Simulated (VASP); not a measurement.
A run of VASP 6.6.1 is set up as follows.

INCAR

```
  ALGO = Fast
  EDIFF = 1E-4
  EDIFFG = -0.08
  ENCUT = 520
  GGA = PE
  IBRION = 2
  ISIF = 3
  ISMEAR = 0
  KPAR = 2
  LASPH = T
  LCHARG = F
  LREAL = F
  LWAVE = F
  NELM = 60
  NSW = 24
  PREC = Normal
  SIGMA = 0.15
```

File KPOINTS:

```
k-points
0
Gamma
  6 6 6
```

POSCAR

```
AlB2Sb3
1.0
   -1.8970000000      1.8970000000      8.0475000000
    1.8970000000     -1.8970000000      8.0475000000
    1.8970000000      1.8970000000     -8.0475000000
Al B Sb
1 2 3
Direct
    0.0000000000      0.0000000000      0.0000000000
    0.6666700000      0.6666700000      0.0000000000
    0.3333300000      0.3333300000      0.0000000000
    0.0833300000      0.5833300000      0.5000000000
    0.4166700000      0.9166700000      0.5000000000
    0.7500000000      0.2500000000      0.5000000000
```

Potentials or basis: VASP PAW PBE potentials, release 64 (Al, B, Sb).

Command:

```bash
$ cat potpaw_PBE.64/Al/POTCAR potpaw_PBE.64/B/POTCAR potpaw_PBE.64/Sb/POTCAR > POTCAR
$ mpirun -np 2 vasp_std > vasp.out
```

Problem. What does it give for the relaxed volume?

Solution. 21.99 Å³/atom.

Problem. Estimate the relaxed cell.

Solution. a = 9.010 Å, b = 9.010 Å, c = 9.010 Å, α = 154.85°, β = 154.85°, γ = 35.87°.

Final structure:
```cif
data_structure
_symmetry_space_group_name_H-M 'P 1'
_symmetry_Int_Tables_number 1
_cell_length_a 9.0098
_cell_length_b 9.0098
_cell_length_c 9.0098
_cell_angle_alpha 154.849
_cell_angle_beta 154.849
_cell_angle_gamma 35.867
_cell_volume 131.95
loop_
_atom_site_label
_atom_site_type_symbol
_atom_site_fract_x
_atom_site_fract_y
_atom_site_fract_z
_atom_site_occupancy
Al1 Al 0.00000 0.00000 0.00000 1
B1 B 0.67589 0.67589 0.00000 1
B2 B 0.32411 0.32411 0.00000 1
Sb1 Sb 0.10103 0.60103 0.50000 1
Sb2 Sb 0.39897 0.89897 0.50000 1
Sb3 Sb 0.75000 0.25000 0.50000 1
```
